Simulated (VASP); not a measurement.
# TiGe: structure and properties in VASP, part 4 of 5

Aim: relax TiGe, then compute properties on the relaxed cell. The cell is invented: it takes the structure of a Materials Project entry for ZrTi (space group 123 there), with some of its atoms replaced by other elements, volume scaled by an estimate. It may not be a known or stable phase. Left out of this account: 1 further run (bands with HSE06: it ended just at its time limit, and its output was not read). The atoms of the start are displaced at random from the sites of a P4/mmm cell.

VASP 6.6.1, plane waves and PAW; the level of theory is named at each step.

So far. Step 5 (Bands along the symmetry lines (AM05)): There is no gap at this level. Step 6 (Total and projected DOS (AM05)): The finer mesh and the other smearing move the Fermi level by +0.04 eV from the 7×7×5 run, a small shift, which tests the Fermi level alone. Of the states within 0.3 eV of the Fermi level, the largest shares in the PAW spheres are Ti d 58 % and Ge p 7 %. The rest lies in smaller channels or between the spheres. The relaxed cell has a = 2.836, c = 3.770 Å (conventional setting).

### 7. Vibrations at Γ (AM05)

Level of this step: AM05; plane waves and PAW (Ge_d, Ti_sv); invented cell (VASP).

Zone-centre modes test whether the atoms sit at a minimum within this cell. IBRION = 8 takes the force constants from linear response, which needs tightly converged orbitals.

INCAR

```
SYSTEM = TiGe
PREC = Accurate
ENCUT = 410
EDIFF = 1E-08
NELM = 100
ISMEAR = 1
SIGMA = 0.2
LREAL = .FALSE.
ALGO = Normal
GGA = AM
NBANDS = 19
LORBIT = 11
LWAVE = .FALSE.
LCHARG = .FALSE.
IBRION = 8
ISIF = 2
```

POSCAR

```
TiGe
1.0
    2.8358654604      0.0000000000      0.0000000000
    0.0000000000      2.8358654604      0.0000000000
    0.0000000000      0.0000000000      3.7701852880
Ge Ti
1 1
Direct
    0.5000000000      0.5000000000      0.5000000000
    0.0000000000      0.0000000000      0.0000000000
```

KPOINTS

```
Automatic mesh
0
Gamma
14 14 10
0 0 0
```

PAW data sets: Ge_d and Ti_sv (PBE family, release 64).

Launch:

```console
$ mpirun -np 1 vasp_std
```

The log of the run:

```text
[... set-up lines as in an earlier step ...]
 entering main loop
       N       E                     dE             d eps       ncg     rms          rms(c)
DAV:   1     0.178151855818E+03    0.17815E+03   -0.11786E+04  9022   0.285E+03
DAV:   2     0.370092584347E+01   -0.17445E+03   -0.17093E+03  8260   0.494E+02
DAV:   3    -0.145481275759E+02   -0.18249E+02   -0.17922E+02  9058   0.129E+02
DAV:   4    -0.153773084208E+02   -0.82918E+00   -0.82330E+00 11742   0.259E+01
DAV:   5    -0.153940178347E+02   -0.16709E-01   -0.16701E-01  9566   0.302E+00    0.108E+01
DAV:   6    -0.139940373540E+02    0.14000E+01   -0.90082E+00  9055   0.256E+01    0.314E+00
DAV:   7    -0.138445783328E+02    0.14946E+00   -0.94238E-01  9300   0.106E+01    0.234E+00
DAV:   8    -0.138258413414E+02    0.18737E-01   -0.16261E-01 11253   0.405E+00    0.644E-01
DAV:   9    -0.138233495245E+02    0.24918E-02   -0.43112E-02  9150   0.249E+00    0.326E-01
DAV:  10    -0.138225180778E+02    0.83145E-03   -0.54289E-03  9428   0.693E-01    0.465E-02
DAV:  11    -0.138225229896E+02   -0.49119E-05   -0.47494E-04 10256   0.264E-01    0.231E-02
DAV:  12    -0.138225235724E+02   -0.58281E-06   -0.21554E-05 10891   0.429E-02    0.881E-03
DAV:  13    -0.138225238114E+02   -0.23900E-06   -0.22727E-06 11300   0.172E-02    0.182E-03
DAV:  14    -0.138225238846E+02   -0.73175E-07   -0.13228E-07 10578   0.324E-03    0.940E-04
DAV:  15    -0.138225239818E+02   -0.97201E-07   -0.24167E-08  9000   0.194E-03    0.684E-04
DAV:  16    -0.138225239569E+02    0.24915E-07   -0.15773E-08  7022   0.123E-03    0.136E-04
DAV:  17    -0.138225239733E+02   -0.16393E-07   -0.79256E-10  4665   0.253E-04    0.538E-05
DAV:  18    -0.138225239687E+02    0.45784E-08   -0.17645E-10  4578   0.139E-04
   1 F= -.13822524E+02 E0= -.13822278E+02  d E =-.736828E-03
 Linear response reoptimize wavefunctions to high precision
DAV:   1    -0.138225239694E+02   -0.65847E-09   -0.54045E-11  4677   0.600E-05
DAV:   2    -0.138225239694E+02   -0.63665E-11   -0.19484E-11  4467   0.320E-05
 Linear response DOF=           4
 Linear response progress:
  Degree of freedom:   1/  4
       N       E                     dE             d eps       ncg     rms          rms(c)
RMM:   1    -0.180596002171E+00   -0.18060E+00    0.84781E+00 17970   0.494E+01
RMM:   2    -0.186719887110E+00   -0.61239E-02   -0.89436E-03 28498   0.729E-01    0.567E-02
RMM:   3    -0.186822230426E+00   -0.10234E-03   -0.56875E-04 30520   0.210E-01    0.336E-02
RMM:   4    -0.186989510857E+00   -0.16728E-03   -0.10815E-04 30750   0.820E-02    0.340E-03
RMM:   5    -0.186962717604E+00    0.26793E-04   -0.22356E-05 32401   0.314E-02    0.202E-03
RMM:   6    -0.186961981124E+00    0.73648E-06   -0.75962E-06 33678   0.153E-02    0.855E-04
RMM:   7    -0.186957645460E+00    0.43357E-05   -0.27367E-06 33046   0.815E-03    0.449E-04
RMM:   8    -0.186956376653E+00    0.12688E-05   -0.10728E-06 33542   0.473E-03    0.145E-04
RMM:   9    -0.186957393702E+00   -0.10170E-05   -0.48146E-07 34734   0.268E-03    0.641E-05
RMM:  10    -0.186957289291E+00    0.10441E-06   -0.33008E-07 34367   0.160E-03    0.340E-05
RMM:  11    -0.186957321514E+00   -0.32222E-07   -0.40705E-09 35242   0.998E-04    0.186E-05
RMM:  12    -0.186957365706E+00   -0.44193E-07   -0.62634E-08 34920   0.660E-04    0.108E-05
RMM:  13    -0.186957379630E+00   -0.13924E-07    0.22555E-08 35533   0.445E-04    0.947E-06
RMM:  14    -0.186957363354E+00    0.16276E-07   -0.18894E-08 34886   0.321E-04    0.442E-06
RMM:  15    -0.186957366496E+00   -0.31424E-08   -0.21859E-08 34612   0.232E-04    0.670E-06
 first order change of Fermi-energy   0.54656E-03
 force on displaced ion       1 direction 1 :  -2.695   0.000   0.000
 Linear response progress:
  Degree of freedom:   2/  4
       N       E                     dE             d eps       ncg     rms          rms(c)
RMM:   1    -0.193220848522E+00   -0.19322E+00    0.93851E+00  9937   0.531E+01
RMM:   2    -0.201587998408E+00   -0.83671E-02   -0.13408E-02 15334   0.944E-01    0.811E-02
RMM:   3    -0.201654767000E+00   -0.66769E-04   -0.11637E-03 16920   0.298E-01    0.456E-02
RMM:   4    -0.201757457025E+00   -0.10269E-03   -0.22835E-04 16939   0.112E-01    0.726E-03
RMM:   5    -0.201713389283E+00    0.44068E-04   -0.45978E-05 17712   0.456E-02    0.299E-03
RMM:   6    -0.201719801959E+00   -0.64127E-05   -0.14795E-05 18550   0.204E-02    0.157E-03
RMM:   7    -0.201714673340E+00    0.51286E-05   -0.50612E-06 18189   0.102E-02    0.870E-04
RMM:   8    -0.201713250412E+00    0.14229E-05   -0.20920E-06 18501   0.567E-03    0.206E-04
RMM:   9    -0.201713754192E+00   -0.50378E-06   -0.80259E-07 18883   0.322E-03    0.769E-05
RMM:  10    -0.201713490268E+00    0.26392E-06   -0.69341E-07 19087   0.185E-03    0.325E-05
RMM:  11    -0.201713434633E+00    0.55635E-07    0.96389E-08 19398   0.110E-03    0.123E-05
RMM:  12    -0.201713418175E+00    0.16458E-07   -0.79559E-08 20107   0.687E-04    0.670E-06
RMM:  13    -0.201713414134E+00    0.40412E-08   -0.39458E-08 19639   0.447E-04    0.329E-06
 first order change of Fermi-energy   0.62448E-03
 force on displaced ion       1 direction 3 :  -0.000  -0.000  -8.894
 Linear response progress:
  Degree of freedom:   3/  4
       N       E                     dE             d eps       ncg     rms          rms(c)
RMM:   1    -0.606549745554E+00   -0.60655E+00    0.22982E+01 15973   0.105E+02
RMM:   2    -0.569036979834E+00    0.37513E-01   -0.32170E-01 27595   0.398E+00    0.215E-01
RMM:   3    -0.567884303578E+00    0.11527E-02   -0.23349E-02 30019   0.105E+00    0.107E-01
RMM:   4    -0.567663484591E+00    0.22082E-03   -0.10218E-02 32321   0.466E-01    0.255E-02
RMM:   5    -0.568782563503E+00   -0.11191E-02   -0.16241E-03 31987   0.169E-01    0.172E-02
RMM:   6    -0.569368126406E+00   -0.58556E-03   -0.39632E-04 32582   0.774E-02    0.851E-03
RMM:   7    -0.569662951804E+00   -0.29483E-03   -0.12471E-04 32652   0.409E-02    0.283E-03
RMM:   8    -0.569735098936E+00   -0.72147E-04   -0.40271E-05 33573   0.196E-02    0.149E-03
RMM:   9    -0.569810691756E+00   -0.75593E-04   -0.21086E-05 32816   0.116E-02    0.650E-04
RMM:  10    -0.569787261470E+00    0.23430E-04   -0.12575E-05 33219   0.643E-03    0.257E-04
RMM:  11    -0.569789757962E+00   -0.24965E-05   -0.89802E-06 33952   0.408E-03    0.285E-04
RMM:  12    -0.569788215655E+00    0.15423E-05   -0.61000E-06 34666   0.272E-03    0.364E-04
RMM:  13    -0.569800489046E+00   -0.12273E-04   -0.43708E-06 32046   0.216E-03    0.721E-05
RMM:  14    -0.569799238521E+00    0.12505E-05   -0.30024E-06 34121   0.154E-03    0.990E-05
RMM:  15    -0.569798297695E+00    0.94083E-06   -0.25530E-06 33724   0.119E-03    0.123E-04
RMM:  16    -0.569798435893E+00   -0.13820E-06   -0.24145E-06 33624   0.953E-04    0.128E-04
RMM:  17    -0.569797827262E+00    0.60863E-06   -0.20042E-06 33462   0.806E-04    0.140E-04
RMM:  18    -0.569799519475E+00   -0.16922E-05   -0.17897E-06 32843   0.682E-04    0.107E-04
RMM:  19    -0.569800780420E+00   -0.12609E-05   -0.14835E-06 33234   0.582E-04    0.770E-05
RMM:  20    -0.569802830832E+00   -0.20504E-05   -0.12439E-06 35293   0.526E-04    0.262E-05
RMM:  21    -0.569802908341E+00   -0.77509E-07   -0.99164E-07 33619   0.410E-04    0.258E-05
RMM:  22    -0.569803252401E+00   -0.34406E-06   -0.78716E-07 32673   0.355E-04    0.192E-05
RMM:  23    -0.569803375487E+00   -0.12309E-06   -0.67846E-07 32864   0.307E-04    0.154E-05
RMM:  24    -0.569803551580E+00   -0.17609E-06   -0.55254E-07 32568   0.265E-04    0.119E-05
RMM:  25    -0.569804009158E+00   -0.45758E-06   -0.46900E-07 36413   0.244E-04    0.401E-06
RMM:  26    -0.569804036760E+00   -0.27602E-07   -0.35167E-07 29819   0.200E-04    0.818E-07
RMM:  27    -0.569804071756E+00   -0.34995E-07   -0.29864E-07 28626   0.174E-04    0.175E-06
RMM:  28    -0.569804073899E+00   -0.21429E-08   -0.23338E-07 23072   0.152E-04    0.313E-06
RMM:  29    -0.569804055826E+00    0.18073E-07   -0.19387E-07 26344   0.135E-04    0.603E-06
RMM:  30    -0.569804056091E+00   -0.26539E-09   -0.15388E-07 19097   0.118E-04    0.703E-06
RMM:  31    -0.569804055785E+00    0.30677E-09   -0.12797E-07 17054   0.104E-04    0.811E-06
RMM:  32    -0.569804053767E+00    0.20178E-08   -0.92623E-08 16248   0.928E-05    0.884E-06
 first order change of Fermi-energy  -0.16394E-03
 force on displaced ion       2 direction 1 :  -2.693   0.000   0.000
 Linear response progress:
  Degree of freedom:   4/  4
       N       E                     dE             d eps       ncg     rms          rms(c)
RMM:   1    -0.797214863161E+00   -0.79721E+00    0.92942E+00  9064   0.102E+02
RMM:   2    -0.745858630441E+00    0.51356E-01   -0.31121E-01 15376   0.401E+00    0.176E-01
RMM:   3    -0.745814436134E+00    0.44194E-04   -0.23100E-02 16223   0.101E+00    0.824E-02
RMM:   4    -0.746303776880E+00   -0.48934E-03   -0.99949E-03 17527   0.455E-01    0.197E-02
RMM:   5    -0.747349272623E+00   -0.10455E-02   -0.15552E-03 17347   0.160E-01    0.166E-02
RMM:   6    -0.748343379400E+00   -0.99411E-03   -0.33400E-04 17054   0.765E-02    0.312E-03
RMM:   7    -0.748294777604E+00    0.48602E-04   -0.10247E-04 17876   0.373E-02    0.375E-03
RMM:   8    -0.748448755032E+00   -0.15398E-03   -0.34467E-05 17748   0.189E-02    0.825E-04
RMM:   9    -0.748459327165E+00   -0.10572E-04   -0.18463E-05 18268   0.107E-02    0.674E-04
RMM:  10    -0.748479719192E+00   -0.20392E-04   -0.11908E-05 17945   0.627E-03    0.318E-04
RMM:  11    -0.748487214157E+00   -0.74950E-05   -0.81473E-06 18513   0.419E-03    0.232E-04
RMM:  12    -0.748498412781E+00   -0.11199E-04   -0.63749E-06 18336   0.297E-03    0.455E-05
RMM:  13    -0.748489154553E+00    0.92582E-05   -0.52215E-06 18021   0.227E-03    0.209E-04
RMM:  14    -0.748495723310E+00   -0.65688E-05   -0.38510E-06 18022   0.176E-03    0.571E-05
RMM:  15    -0.748496824910E+00   -0.11016E-05   -0.26266E-06 19092   0.138E-03    0.367E-05
RMM:  16    -0.748497158328E+00   -0.33342E-06   -0.20251E-06 19289   0.111E-03    0.330E-05
RMM:  17    -0.748497090271E+00    0.68057E-07   -0.24636E-06 18580   0.937E-04    0.436E-05
RMM:  18    -0.748497722016E+00   -0.63174E-06   -0.15177E-06 17977   0.788E-04    0.385E-05
 first order change of Fermi-energy   0.33609E-03
 force on displaced ion       2 direction 3 :   0.000   0.000  -8.925
 Linear response finished
```

Wall time 26 min (1 MPI rank of AMD EPYC 7R43, shared host); peak memory 0.41 GiB.

From OUTCAR (step 7):

```text
   k-points           NKPTS =    216   k-points in BZ     NKDIM =    216   number of bands    NBANDS=     19

   NELECT =      26.0000    total number of electrons

  Total        0.0695304      0.0695304      0.0608353      0.0000000     -0.0000000      0.0000000
  in kB        3.6741037      3.6741037      3.2146411      0.0000000     -0.0000000      0.0000000
  external PRESSURE =       3.5209495 kB  Pullay stress =       0.0000000 kB

 Eigenvectors and eigenvalues of the dynamical matrix
 ----------------------------------------------------

   1 f  =    8.688591 THz    54.592026 2PiTHz  289.820195 cm-1    35.933108 meV
             X         Y         Z           dx          dy          dz
      1.417933  1.417933  1.885093     0.000000    0.000000   -0.629722
      0.000000  0.000000  0.000000    -0.000000    0.000000    0.776821

   2 f  =    4.776959 THz    30.014519 2PiTHz  159.342204 cm-1    19.755906 meV
             X         Y         Z           dx          dy          dz
      1.417933  1.417933  1.885093     0.630478   -0.000000    0.000000
      0.000000  0.000000  0.000000    -0.776207    0.000000    0.000000

   3 f  =    4.776959 THz    30.014519 2PiTHz  159.342204 cm-1    19.755906 meV
             X         Y         Z           dx          dy          dz
      1.417933  1.417933  1.885093    -0.000000    0.630478    0.000000
      0.000000  0.000000  0.000000    -0.000000   -0.776207    0.000000

   4 f/i=    0.000613 THz     0.003852 2PiTHz    0.020451 cm-1     0.002536 meV
             X         Y         Z           dx          dy          dz
      1.417933  1.417933  1.885093    -0.000000   -0.776207   -0.000000
      0.000000  0.000000  0.000000    -0.000000   -0.630478    0.000000

   5 f/i=    0.000613 THz     0.003852 2PiTHz    0.020451 cm-1     0.002536 meV
             X         Y         Z           dx          dy          dz
      1.417933  1.417933  1.885093     0.776207   -0.000000   -0.000000
      0.000000  0.000000  0.000000     0.630478   -0.000000    0.000000

   6 f/i=    0.007351 THz     0.046186 2PiTHz    0.245196 cm-1     0.030400 meV
             X         Y         Z           dx          dy          dz
      1.417933  1.417933  1.885093    -0.000000   -0.000000    0.776821
      0.000000  0.000000  0.000000     0.000000    0.000000    0.629722

 ELASTIC MODULI CONTR FROM IONIC RELAXATION (kBar)
 Direction    XX          YY          ZZ          XY          YZ          ZX
 --------------------------------------------------------------------------------
 XX           0.0000      0.0000      0.0000      0.0000      0.0000      0.0000
 YY           0.0000      0.0000      0.0000      0.0000      0.0000      0.0000
 ZZ           0.0000      0.0000      0.0000      0.0000      0.0000      0.0000
 XY           0.0000      0.0000      0.0000      0.0000      0.0000      0.0000
 YZ           0.0000      0.0000      0.0000      0.0000      0.0000      0.0000
 ZX           0.0000      0.0000      0.0000      0.0000      0.0000      0.0000
 --------------------------------------------------------------------------------

[... 7 parts as in an earlier step ...]

[... 4 further parts left out ...]
```

Energies printed during the response cycles are not total energies of the cell.

Numbers from this step:

```yaml
bands: 19
irreducible_k_points: 216
pressure_of_the_cell: 0.3521 GPa
largest_force_of_the_cell: 0 eV/Å
fermi_energy: 9.735 eV
```

Modes at Γ, with each element's share of the kinetic energy:

```tsv
mode	frequency (cm⁻¹)	symmetry	Ge %	Ti %
1	-0.2	acoustic	60	40
2	0.0	acoustic	60	40
3	0.0	acoustic	60	40
4	159.3	Eu	40	60
5	159.3	Eu	40	60
6	289.8	A2u	40	60
```

Displacements in mode 4 (159.3 cm⁻¹), the largest set to 1:
```
Ge1  0.00  0.66  0.00
Ti2  0.00 -1.00  0.00
```

Displacements in mode 6 (289.8 cm⁻¹), the largest set to 1:
```
Ge1  0.00  0.00 -0.66
Ti2  0.00  0.00  1.00
```

The three acoustic modes lie within 0.2 cm⁻¹ of zero, and all others are real. By the characters of their eigenvectors the optical modes sort into (cm⁻¹) infrared active: Eu 159, A2u 290.

### 8. A semilocal run for the hybrid's start

This step: PBE; plane waves and PAW (Ge_d, Ti_sv); invented cell (VASP 6.6.1).

A hybrid converges badly from random orbitals, so a cheap semilocal run writes a WAVECAR on the same mesh first.

INCAR

```
SYSTEM = TiGe
PREC = Accurate
ENCUT = 410
EDIFF = 1E-05
NELM = 100
ISMEAR = 0
SIGMA = 0.05
LREAL = .FALSE.
ALGO = Normal
GGA = PE
NBANDS = 19
LORBIT = 11
LWAVE = .TRUE.
LCHARG = .FALSE.
```

POSCAR is that of step 7.

KPOINTS

```
Automatic mesh
0
Gamma
5 5 4
0 0 0
```

Launch:

```console
$ mpirun -np 1 vasp_std
```

The log of the run:

```text
[banner, memory and clock lines left out]
running    1 mpi-ranks, on    1 nodes
 distrk:  each k-point on    1 cores,    1 groups
 distr:  one band on    1 cores,    1 groups

 POSCAR found type information on POSCAR GeTi
 POSCAR found :  2 types and       2 ions
 LDA part: xc-table for (Slater+PW92), standard interpolation
 POSCAR, INCAR and KPOINTS ok, starting setup
 FFT: planning ... GRIDC
 FFT: planning ... GRID_SOFT
 FFT: planning ... GRID
 WAVECAR not read
 entering main loop
       N       E                     dE             d eps       ncg     rms          rms(c)
DAV:   1     0.185672005854E+03    0.18567E+03   -0.11793E+04   741   0.284E+03
DAV:   2     0.504407041506E+01   -0.18063E+03   -0.17742E+03   695   0.513E+02
DAV:   3    -0.135572101216E+02   -0.18601E+02   -0.18398E+02   734   0.130E+02
DAV:   4    -0.144684146480E+02   -0.91120E+00   -0.90695E+00  1050   0.272E+01
DAV:   5    -0.144814609493E+02   -0.13046E-01   -0.13045E-01   770   0.280E+00    0.104E+01
DAV:   6    -0.133390676166E+02    0.11424E+01   -0.10513E+01   759   0.256E+01    0.349E+00
DAV:   7    -0.131204461690E+02    0.21862E+00   -0.11105E+00   771   0.112E+01    0.245E+00
DAV:   8    -0.131082641055E+02    0.12182E-01   -0.24487E-01  1022   0.472E+00    0.575E-01
DAV:   9    -0.131014142304E+02    0.68499E-02   -0.36884E-02   852   0.236E+00    0.340E-01
DAV:  10    -0.131018764823E+02   -0.46225E-03   -0.17676E-03   766   0.513E-01    0.285E-02
DAV:  11    -0.131018358094E+02    0.40673E-04   -0.25751E-04   888   0.234E-01    0.307E-02
DAV:  12    -0.131018342769E+02    0.15326E-05   -0.95884E-06   511   0.334E-02
   1 F= -.13101834E+02 E0= -.13100243E+02  d E =-.318228E-02
 writing wavefunctions
```

It took 8.2 s on 1 MPI rank; peak memory 0.09 GiB.

From OUTCAR (step 8):

```text
   k-points           NKPTS =     18   k-points in BZ     NKDIM =     18   number of bands    NBANDS=     19

   NELECT =      26.0000    total number of electrons

 E-fermi :   9.8826

 k-point     1 :       0.0000    0.0000    0.0000
  band No.  band energies     occupation
    ...
      9     -14.8207      2.00000
     10      -2.7842      2.00000
     11       7.6383      2.00000
     12       8.2019      2.00000
     13       8.5212      2.00000
     14      11.6581      0.00000
     15      11.6581      0.00000
     16      12.7279      0.00000
     17      14.7193      0.00000
     18      14.7193      0.00000
    ...

  Total        1.1265782      1.1265782      1.3754860      0.0000000      0.0000000      0.0000000
  in kB       59.5302866     59.5302866     72.6829977      0.0000000      0.0000000      0.0000000
  external PRESSURE =      63.9145236 kB  Pullay stress =       0.0000000 kB

  FREE ENERGIE OF THE ION-ELECTRON SYSTEM (eV)
  ---------------------------------------------------
  free  energy   TOTEN  =       -13.1018342769 eV

  energy  without entropy=      -13.0986519998  energy(sigma->0) =      -13.10024314

[... 7 parts as in an earlier step ...]

[... 10 further parts left out ...]
```

At this level the cell is under a pressure of 6.4 GPa, so at these settings it is away from equilibrium.

This step gave:

| Property | Result |
| --- | --- |
| SCF cycles | 12 |
| irreducible k-points | 18 |
| free energy (TOTEN) | -13.10 eV |
| energy at zero smearing | -13.10 eV |
| Fermi energy | 9.883 eV |
| pressure | 6.391 GPa |

(Part 4 of 5 ends here.)

[Lines on the potential files, build, host, timing and source positions are cut from VASP's logs without a mark.]

[Logs are printed without paths, hosts, clocks, repeated set-up lines and the standing remarks that a program may print on its own settings, such as how far it seeks lower states.]

[Hosts, paths, dates, database ids (printed as entryN), source tags and the programs' standing remarks are cut or masked in the printed files.]

[A measured line is paired with the nearest computed mode of its activity, which favours agreement.]
